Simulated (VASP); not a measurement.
The input files of a VASP run:

**INCAR**
```
ISIF  =  2
ISMEAR  =  0   # Gaussian
LMAXMIX  =  4   # l cut-off of mixed one-centre charges
PREC  =  Accurate
LCHARG  =  F
ALGO  =  Normal   # blocked Davidson
SYSTEM  =  PbS
EDIFF  =  1E-7   # SCF stop (eV)
NELM  =  100   # most electronic steps
SIGMA  =  0.05   # width (eV)
ENCUT  =  480   # plane-wave cut-off (eV)
LREAL  =  F   # projection in real space or not
GGA  =  PS   # PBEsol
LASPH  =  T   # aspherical one-centre terms
LWAVE  =  F
```

**POSCAR**
```
PbS
1
    0.0000000000     2.9499783819     2.9499783819
    2.9499783819     0.0000000000     2.9499783819
    2.9499783819     2.9499783819     0.0000000000
Pb S
1 1
Direct
  0.0000000000   0.0000000000   0.0000000000
  0.5000000000   0.5000000000   0.5000000000
```

KPOINTS:
```
kpoints
0
G
 8 8 8
0 0 0
```

POTCAR, in this order: Pb_d S (PBE.64 set). Program: vasp_std.

Q: Write an equivalent input for Ansatz.

A: One equivalent input (not run):
Ansatz 0.2 input:
```yaml
crystal:
  lattice:
    - [0.0000000, 2.9499784, 2.9499784]
    - [2.9499784, 0.0000000, 2.9499784]
    - [2.9499784, 2.9499784, 0.0000000]
  atoms:
    - { symbol: Pb, position: [0.0000000, 0.0000000, 0.0000000] }
    - { symbol: S, position: [0.5000000, 0.5000000, 0.5000000] }
kpoints:
  mp_grid: { grid: [8, 8, 8] }
hamiltonian:
  xc: pbesol
  pseudopotentials: { kind: paw }
scf:
  occupations: { method: gaussian, width: 0.05 }
  max_iter: 100
output: { forces: true, stress: true, eigenvalues: true }
```
Limits of the translation: each code has its own PAW files, so the cut-off isn't converted (ENCUT is set for VASP's; basis.ecutwfc is left out, and Ansatz then takes the one that its files recommend); Ansatz stops its SCF on the density residual and VASP on the energy change (EDIFF).

The compound is PbS in the rock salt structure. It was relaxed first.
